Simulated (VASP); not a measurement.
Computed with r2SCAN meta-GGA, VASP's PBE PAW potentials (set 64) (plane waves; VASP 6.6.1).

Input for VASP

**KPOINTS**
```
Automatic mesh
0
gamma
 10 10 10
```

### POSCAR
```
Te
5.0512440
  0.0000000000   0.7071068122   0.7071068122
  0.7071068122   0.0000000000   0.7071068122
  0.7071068122   0.7071068122   0.0000000000
Te
2
Direct
  0.7500000000   0.7500000000   0.7500000000
  0.5000000000   0.5000000000   0.5000000000
```

**INCAR**
```
SYSTEM=Te
PREC=Accurate; ENCUT=400; LREAL=.False.
LASPH=.True.
EDIFF=1E-7; NELM=100; ALGO=Normal
LMAXMIX=4; LMIXTAU=.True.
ISMEAR=-5
METAGGA=R2SCAN
ISIF=2
LWAVE=.False.; LCHARG=.False.; LORBIT=11
NEDOS=601
```

### KPOINTS_OPT
```
k-points along high-symmetry lines
10
Line-mode
Reciprocal
  0.000000   0.000000   0.000000 ! GAMMA
  0.500000   0.000000   0.500000 ! X

  0.500000   0.000000   0.500000 ! X
  0.625000   0.250000   0.625000 ! U

  0.375000   0.375000   0.750000 ! K
  0.000000   0.000000   0.000000 ! GAMMA

  0.000000   0.000000   0.000000 ! GAMMA
  0.500000   0.500000   0.500000 ! L

  0.500000   0.500000   0.500000 ! L
  0.500000   0.250000   0.750000 ! W

  0.500000   0.250000   0.750000 ! W
  0.500000   0.000000   0.500000 ! X
```

POTCAR, in this order: Te (PBE.64 set). Program: vasp_std.

The run wrote:

### OSZICAR
```
       N       E                     dE             d eps       ncg     rms          rms(c)
DAV:   1    -0.258851485789E+00   -0.25885E+00   -0.39619E+03   940   0.770E+02
DAV:   2    -0.494273682472E+02   -0.49169E+02   -0.48116E+02  1434   0.122E+02
DAV:   3    -0.519802764704E+02   -0.25529E+01   -0.25237E+01  1108   0.336E+01
DAV:   4    -0.520191116209E+02   -0.38835E-01   -0.38702E-01  1100   0.522E+00
DAV:   5    -0.520199442259E+02   -0.83261E-03   -0.82961E-03  1074   0.757E-01    0.861E+00
DAV:   6    -0.497224158569E+02    0.22975E+01   -0.23914E-01   940   0.417E+00    0.681E+00
DAV:   7    -0.493917633857E+02    0.33065E+00   -0.50688E-01   944   0.549E+00    0.659E+00
DAV:   8    -0.496915987862E+02   -0.29984E+00   -0.48048E-01   942   0.547E+00    0.120E+00
DAV:   9    -0.497591536815E+02   -0.67555E-01   -0.26965E-02   940   0.164E+00    0.154E-01
DAV:  10    -0.497614682948E+02   -0.23146E-02   -0.89710E-04  1010   0.303E-01    0.186E-01
DAV:  11    -0.497599376864E+02    0.15306E-02   -0.57744E-04   956   0.184E-01    0.269E-01
DAV:  12    -0.497607362703E+02   -0.79858E-03   -0.11090E-03   948   0.328E-01    0.762E-02
DAV:  13    -0.497615493244E+02   -0.81305E-03   -0.96288E-05   954   0.114E-01    0.798E-02
DAV:  14    -0.497615620253E+02   -0.12701E-04   -0.90698E-07  1218   0.758E-03    0.858E-02
DAV:  15    -0.497617140973E+02   -0.15207E-03   -0.10706E-05   950   0.265E-02    0.895E-02
DAV:  16    -0.497620104756E+02   -0.29638E-03   -0.83914E-05   948   0.879E-02    0.161E-02
DAV:  17    -0.497620551757E+02   -0.44700E-04   -0.21597E-05   948   0.528E-02    0.435E-02
DAV:  18    -0.497620547638E+02    0.41186E-06   -0.43367E-06   948   0.215E-02    0.444E-02
DAV:  19    -0.497620643332E+02   -0.95694E-05   -0.83696E-06   948   0.290E-02    0.422E-02
DAV:  20    -0.497620653474E+02   -0.10141E-05   -0.75033E-07   948   0.890E-03    0.256E-02
DAV:  21    -0.497620651338E+02    0.21357E-06   -0.31662E-07   954   0.600E-03    0.650E-03
DAV:  22    -0.497620640823E+02    0.10515E-05   -0.19840E-07   916   0.462E-03    0.346E-03
DAV:  23    -0.497620645341E+02   -0.45176E-06   -0.33316E-08   536   0.163E-03    0.543E-03
DAV:  24    -0.497620649101E+02   -0.37605E-06   -0.57921E-08   572   0.208E-03    0.570E-03
DAV:  25    -0.497620652019E+02   -0.29177E-06   -0.12049E-07   578   0.324E-03    0.381E-03
DAV:  26    -0.497620651819E+02    0.19969E-07   -0.12082E-08   482   0.110E-03
   1 F= -.49762065E+02 E0= -.49762065E+02  d E =0.000000E+00
       N       E                     dE             ncg
       N       E                     dE             ncg
```

OUTCAR:
```
------------------------ aborting loop because EDIFF is reached ----------------------------------------
  FORCE on cell =-STRESS in cart. coord.  units (eV):
  Direction    XX          YY          ZZ          XY          YZ          ZX
  --------------------------------------------------------------------------------------
  Total        0.0218824      0.0218824      0.0218824      0.0000000     -0.0000000      0.0000000
  in kB        0.3847025      0.3847025      0.3847025      0.0000000     -0.0000000      0.0000000
  external PRESSURE =       0.3847025 kB  Pullay stress =       0.0000000 kB
  volume of cell :       91.13
      direct lattice vectors                 reciprocal lattice vectors
     0.000000000  3.571769043  3.571769043    -0.139986655  0.139986655  0.139986655
     3.571769043  0.000000000  3.571769043     0.139986655 -0.139986655  0.139986655
     3.571769043  3.571769043  0.000000000     0.139986655  0.139986655 -0.139986655
 POSITION                                       TOTAL-FORCE (eV/Angst)
 -----------------------------------------------------------------------------------
      5.35765      5.35765      5.35765        -0.000000     -0.000000     -0.000000
      3.57177      3.57177      3.57177         0.000000      0.000000      0.000000
 -----------------------------------------------------------------------------------
    total drift:                                0.000000      0.000000      0.000000
  FREE ENERGIE OF THE ION-ELECTRON SYSTEM (eV)
  ---------------------------------------------------
  free  energy   TOTEN  =       -49.7620651819 eV

  energy  without entropy=      -49.7620651819  energy(sigma->0) =      -49.76206518

 total charge

# of ion       s       p       d       tot
------------------------------------------
    1        1.459   1.788   0.032   3.279
    2        1.459   1.788   0.032   3.279
--------------------------------------------------
tot          2.917   3.577   0.065   6.559
```
(Selected blocks of OUTCAR.)

### OUTCAR
```
 val. band max:        3.3309422941   @ k =  -0.3000   0.3000   0.0000

 cond. band min:       3.2170846088   @ k =   0.2000   0.1000   0.0000


 Fermi energy:         3.2469844971

 k-point     1 :       0.0000    0.0000    0.0000
  band No.  band energies     occupation
      1     -10.3190      2.00000
      2      -5.5835      2.00000
      3       0.0494      2.00000
      4       0.0494      2.00000
      5       0.0494      2.00000
      6       2.5301      2.00000
      7       2.5301      2.00000
      8       2.5301      2.00000
      9       7.2160      0.00000
     10       9.5997      0.00000

 k-point     2 :       0.1000    0.0000    0.0000
  band No.  band energies     occupation
      1     -10.2608      2.00000
      2      -5.7476      2.00000
      3      -0.0312      2.00000
      4      -0.0312      2.00000
      5       0.0380      2.00000
      6       2.6535      2.00000
      7       2.6535      2.00000
      8       2.6649      2.00000
      9       7.4783      0.00000
     10       9.3634      0.00000

 k-point     3 :       0.2000    0.0000    0.0000
  band No.  band energies     occupation
      1     -10.0930      2.00000
      2      -6.1705      2.00000
      3      -0.2133      2.00000
      4      -0.2133      2.00000
      5      -0.0370      2.00000
      6       2.9423      2.00000
      7       2.9423      2.11992
      8       3.1102      1.15937
      9       8.0840      0.00000
     10       9.1123      0.00000

 k-point     4 :       0.3000    0.0000    0.0000
  band No.  band energies     occupation
      1      -9.8421      2.00000
      2      -6.7024      2.00000
      3      -0.3999      2.00000
      4      -0.3999      2.00000
      5      -0.1727      2.00000
      6       3.2455      1.54972
      7       3.2455      0.57082
      8       3.8259     -0.01066
      9       8.5525      0.00000
     10       9.1653      0.00000

 k-point     5 :       0.4000    0.0000    0.0000
...
```

For a metal the tetrahedron method with Blöchl corrections gives inexact stress and forces. Unless said otherwise, spin-orbit coupling is left out, though it shifts the bands of the heavy elements here.

The structure was generated: Te was put into the diamond type (Fd-3m), which need not be its known phase. It was relaxed first, which changed the volume by +41 %.
